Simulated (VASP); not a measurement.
Input for VASP

INCAR:
```
SYSTEM = HgO
PREC = Accurate
ENCUT = 520
EDIFF = 1E-6
NELM = 100
ALGO = Normal
LREAL = .FALSE.
LASPH = .TRUE.
ISMEAR = 1
SIGMA = 0.1
GGA = PS
LMAXMIX = 6
LWAVE = .FALSE.
LCHARG = .FALSE.
IBRION = 2
ISIF = 3
NSW = 60
EDIFFG = -0.02
```

### POSCAR
```
HgO
1
    3.3544608071    -0.0000000000    -0.0000000000
   -1.6772304035     2.9050476520     0.0000000000
    0.0000000000     0.0000000000     5.8016600224
Hg O
2 2
Direct
  0.0000000000   0.0000000000   0.0000000000
  0.0000000000   0.0000000000   0.5000000000
  0.3333330000   0.6666670000   0.2500000000
  0.6666670000   0.3333330000   0.7500000000
```

File KPOINTS:
```
K-points
0
Gamma
 10 10 5
```

POTCAR, in this order: Hg O (PBE.64 set). Program: vasp_std.

Problem. Write an equivalent input for Ansatz.

Solution. One equivalent input (not run):
Ansatz 0.2 input:
```yaml
crystal:
  lattice:
    - [3.3544608, 0.0000000, 0.0000000]
    - [-1.6772304, 2.9050477, 0.0000000]
    - [0.0000000, 0.0000000, 5.8016600]
  atoms:
    - { symbol: Hg, position: [0.0000000, 0.0000000, 0.0000000] }
    - { symbol: Hg, position: [0.0000000, 0.0000000, 0.5000000] }
    - { symbol: O, position: [0.3333330, 0.6666670, 0.2500000] }
    - { symbol: O, position: [0.6666670, 0.3333330, 0.7500000] }
kpoints:
  mp_grid: { grid: [10, 10, 5] }
hamiltonian:
  xc: pbesol
  pseudopotentials: { kind: paw }
scf:
  occupations: { method: methfessel_paxton, width: 0.1 }
  max_iter: 100
relax:
  max_steps: 60
  f_tol: 0.02
  cell: {}
output: { forces: true, stress: true, eigenvalues: true }
```
What does not carry over: each code has its own PAW files, so the cut-off isn't converted (ENCUT is set for VASP's; basis.ecutwfc is left out, and Ansatz then takes the one that its files recommend); Ansatz stops its SCF on the density residual and VASP on the energy change (EDIFF).

The structure was generated: HgO was put into the NiAs type type (P6_3/mmc), which need not be its known phase. This run relaxes it. Symmetry was kept, so distortions that lower it aren't found. The start is the result of an earlier pass.
